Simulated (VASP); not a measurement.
Level of theory: PBEsol GGA, VASP's PBE PAW potentials (set 64) (plane waves; VASP).

Input for VASP

KPOINTS:
```
K-points
0
G
  8 8 8
```

### INCAR
```
SYSTEM = Ni3Si
PREC = Accurate; ENCUT = 400; LREAL = F
LASPH = T
EDIFF = 1E-6; NELM = 100; ALGO = Normal
LMAXMIX = 4
ISMEAR = 1; SIGMA = 0.1
GGA = PS
IBRION = 2; NSW = 60; ISIF = 3
EDIFFG = -0.02
LWAVE = F; LCHARG = F
```

### POSCAR
```
Ni3Si
1
    3.4609313661     0.0000000000     0.0000000000
    0.0000000000     3.4609313661     0.0000000000
    0.0000000000     0.0000000000     3.4609313661
Si Ni
1 3
Direct
  0.0000000000   0.0000000000   0.0000000000
  0.0000000000   0.5000000000   0.5000000000
  0.5000000000   0.0000000000   0.5000000000
  0.5000000000   0.5000000000   0.0000000000
```

POTCAR, in this order: Si Ni (PBE.64 set). Program: vasp_std.

The resulting files:

**OUTCAR**
```
 ion  position               nearest neighbor table
   1  0.000  0.000  0.000-   2 2.45   3 2.45   4 2.45   2 2.45   3 2.45   2 2.45   4 2.45   2 2.45
                             3 2.45   4 2.45   3 2.45   4 2.45
   2  0.000  0.500  0.500-   1 2.45   3 2.45   4 2.45   1 2.45   4 2.45   1 2.45   3 2.45   1 2.45
                             3 2.45   4 2.45   4 2.45   3 2.45
   3  0.500  0.000  0.500-   1 2.45   2 2.45   4 2.45   1 2.45   4 2.45   2 2.45   4 2.45   4 2.45
                             1 2.45   2 2.45   1 2.45   2 2.45
   4  0.500  0.500  0.000-   1 2.45   2 2.45   3 2.45   2 2.45   3 2.45   1 2.45   3 2.45   3 2.45
                             1 2.45   2 2.45   2 2.45   1 2.45
  LATTYP: Found a simple cubic cell.
 ALAT       =     3.4609313661
 Subroutine PRICEL returns:
 Original cell was already a primitive cell.
 Subroutine GETGRP returns: Found 48 space group operations
The static configuration has the point symmetry O_h .
The dynamic configuration has the point symmetry O_h .
 Subroutine INISYM returns: Found 48 space group operations
 Subroutine IBZKPT returns following result:
 Found     35 irreducible k-points:

 Following reciprocal coordinates:
            Coordinates               Weight
  0.000000  0.000000  0.000000      1.000000
  0.125000  0.000000  0.000000      6.000000
  0.250000  0.000000  0.000000      6.000000
  0.375000  0.000000  0.000000      6.000000
  0.500000  0.000000  0.000000      3.000000
  0.125000  0.125000  0.000000     12.000000
  0.250000  0.125000  0.000000     24.000000
  0.375000  0.125000  0.000000     24.000000
  0.500000  0.125000  0.000000     12.000000
  0.250000  0.250000  0.000000     12.000000
  0.375000  0.250000  0.000000     24.000000
  0.500000  0.250000  0.000000     12.000000
  0.375000  0.375000  0.000000     12.000000
  0.500000  0.375000  0.000000     12.000000
  0.500000  0.500000  0.000000      3.000000
  0.125000  0.125000  0.125000      8.000000
  0.250000  0.125000  0.125000     24.000000
  0.375000  0.125000  0.125000     24.000000
...
```

### OSZICAR
```
       N       E                     dE             d eps       ncg     rms          rms(c)
DAV:   1     0.177503764394E+03    0.17750E+03   -0.13261E+04  1470   0.179E+03
DAV:   2    -0.208139673256E+02   -0.19832E+03   -0.19071E+03  1470   0.346E+02
DAV:   3    -0.303375280574E+02   -0.95236E+01   -0.91539E+01  1629   0.101E+02
DAV:   4    -0.305732161167E+02   -0.23569E+00   -0.23422E+00  1710   0.138E+01
DAV:   5    -0.305815164194E+02   -0.83003E-02   -0.82851E-02  1755   0.245E+00    0.215E+01
DAV:   6    -0.299804229016E+02    0.60109E+00   -0.61938E+01  1696   0.129E+02    0.169E+01
DAV:   7    -0.263777389842E+02    0.36027E+01   -0.17502E+01  1615   0.701E+01    0.441E+00
DAV:   8    -0.263159216237E+02    0.61817E-01   -0.74388E-01  1546   0.689E+00    0.147E+00
DAV:   9    -0.262971483369E+02    0.18773E-01   -0.33974E-02  2036   0.260E+00    0.573E-01
DAV:  10    -0.262945016334E+02    0.26467E-02   -0.31272E-03  1834   0.468E-01    0.227E-01
DAV:  11    -0.262940995621E+02    0.40207E-03   -0.66443E-04  2264   0.308E-01    0.526E-02
DAV:  12    -0.262940946081E+02    0.49541E-05   -0.94801E-05  1615   0.115E-01    0.149E-02
DAV:  13    -0.262940942729E+02    0.33518E-06   -0.58106E-06  1558   0.177E-02
   1 F= -.26294094E+02 E0= -.26294590E+02  d E =-.262941E+02
       N       E                     dE             d eps       ncg     rms          rms(c)
DAV:   1    -0.263011383877E+02   -0.70438E-02   -0.82328E-02  1500   0.460E+00    0.739E-01
DAV:   2    -0.263002244940E+02    0.91389E-03   -0.88551E-02  1674   0.507E+00    0.566E-01
DAV:   3    -0.262942378784E+02    0.59866E-02   -0.24260E-02  1658   0.273E+00    0.113E-01
DAV:   4    -0.262940779519E+02    0.15993E-03   -0.80885E-04  1519   0.206E-01    0.307E-02
DAV:   5    -0.262940615166E+02    0.16435E-04   -0.37860E-05  1797   0.728E-02    0.182E-02
DAV:   6    -0.262940578100E+02    0.37066E-05   -0.11723E-05  2113   0.314E-02    0.452E-03
DAV:   7    -0.262940577317E+02    0.78227E-07   -0.11775E-06   994   0.111E-02
   2 F= -.26294058E+02 E0= -.26294554E+02  d E =0.365412E-04
       N       E                     dE             d eps       ncg     rms          rms(c)
DAV:   1    -0.262962030553E+02   -0.21452E-02   -0.23398E-02  1500   0.246E+00    0.396E-01
DAV:   2    -0.262959567561E+02    0.24630E-03   -0.25399E-02  1682   0.272E+00    0.305E-01
DAV:   3    -0.262942185050E+02    0.17383E-02   -0.70307E-03  1658   0.147E+00    0.605E-02
DAV:   4    -0.262941721731E+02    0.46332E-04   -0.23740E-04  1504   0.111E-01    0.169E-02
DAV:   5    -0.262941669609E+02    0.52122E-05   -0.12589E-05  1807   0.427E-02    0.937E-03
DAV:   6    -0.262941662966E+02    0.66433E-06   -0.26152E-06  1193   0.155E-02
   3 F= -.26294166E+02 E0= -.26294662E+02  d E =-.720237E-04
```

### OUTCAR
```
------------------------ aborting loop because EDIFF is reached ----------------------------------------
  FORCE on cell =-STRESS in cart. coord.  units (eV):
  Direction    XX          YY          ZZ          XY          YZ          ZX
  --------------------------------------------------------------------------------------
  Total        0.0085879      0.0085879      0.0085879      0.0000000      0.0000000      0.0000000
  in kB        0.3324340      0.3324340      0.3324340      0.0000000      0.0000000      0.0000000
  external PRESSURE =       0.3324340 kB  Pullay stress =       0.0000000 kB
  volume of cell :       41.39
      direct lattice vectors                 reciprocal lattice vectors
     3.459106444  0.000000000  0.000000000     0.289092000 -0.000000000 -0.000000000
     0.000000000  3.459106444 -0.000000000    -0.000000000  0.289092000 -0.000000000
     0.000000000  0.000000000  3.459106444    -0.000000000  0.000000000  0.289092000
 POSITION                                       TOTAL-FORCE (eV/Angst)
 -----------------------------------------------------------------------------------
      0.00000      0.00000      0.00000        -0.000000     -0.000000      0.000000
      0.00000      1.72955      1.72955         0.000000      0.000000      0.000000
      1.72955      0.00000      1.72955         0.000000      0.000000      0.000000
      1.72955      1.72955     -0.00000        -0.000000     -0.000000      0.000000
 -----------------------------------------------------------------------------------
    total drift:                                0.000000     -0.000000     -0.000000
  FREE ENERGIE OF THE ION-ELECTRON SYSTEM (eV)
  ---------------------------------------------------
  free  energy   TOTEN  =       -26.2941662966 eV

  energy  without entropy=      -26.2956534648  energy(sigma->0) =      -26.29466202

 reached required accuracy - stopping structural energy minimisation
```
(Selected blocks of OUTCAR.)

File CONTCAR:
```
Ni3Si
   1.00000000000000
     3.4591064442438868    0.0000000000000000    0.0000000000000000
     0.0000000000000000    3.4591064442438868   -0.0000000000000000
     0.0000000000000000    0.0000000000000000    3.4591064442438868
  Si              Ni
     1     3
Direct
     0.0000000000000000    0.0000000000000000    0.0000000000000000
     0.0000000000000000    0.5000000000000000    0.5000000000000000
     0.5000000000000000    0.0000000000000000    0.5000000000000000
     0.5000000000000000    0.5000000000000000    0.0000000000000000
```

OUTCAR:
```
 val. band max:       11.0640070734   @ k =   0.1250   0.1250   0.0000

 cond. band min:      11.1423728409   @ k =   0.5000   0.3750   0.3750


 Fermi energy:        11.1057639737

 k-point     1 :       0.0000    0.0000    0.0000
  band No.  band energies     occupation
      1      -1.1307      2.00000
      2       5.9798      2.00000
      3       6.8070      2.00000
      4       6.8070      2.00000
      5       7.3571      2.00000
      6       7.3571      2.00000
      7       7.3571      2.00000
      8       9.4780      2.00000
      9       9.4780      2.00000
     10       9.4780      2.00000
     11      10.1903      2.00000
     12      10.1903      2.00000
     13      10.1903      2.00000
     14      10.4840      2.00000
     15      10.4840      2.00000
     16      10.8198      2.00040
     17      11.1613      0.20238
     18      11.1613      0.20238
     19      11.1613      0.20237
     20      16.3490      0.00000
     21      17.6405      0.00000

 k-point     2 :       0.1250    0.0000    0.0000
  band No.  band energies     occupation
      1      -0.9416      2.00000
      2       5.9986      2.00000
      3       6.5647      2.00000
      4       6.9422      2.00000
      5       7.3440      2.00000
      6       7.3440      2.00000
      7       7.4129      2.00000
      8       9.1647      2.00000
      9       9.1647      2.00000
     10       9.4161      2.00000
     11       9.6919      2.00000
     12      10.2942      2.00000
     13      10.2942      2.00000
     14      10.4744      2.00000
     15      10.4868      2.00000
     16      10.7395      2.00000
     17      11.1615      0.20040
     18      11.5382     -0.00000
     19      11.5382     -0.00000
     20      16.6548      0.00000
     21      17.5906      0.00000

 k-point     3 :       0.2500    0.0000    0.0000
  band No.  band energies     occupation
      1      -0.3924      2.00000
      2       5.2713      2.00000
      3       6.5367      2.00000
...
```

The compound is Ni3Si in the L1_2 structure. This run relaxes it. Symmetry was kept, so distortions that lower it aren't found. The start is the result of an earlier pass. The run is not spin-polarised, so no magnetic state was tried.
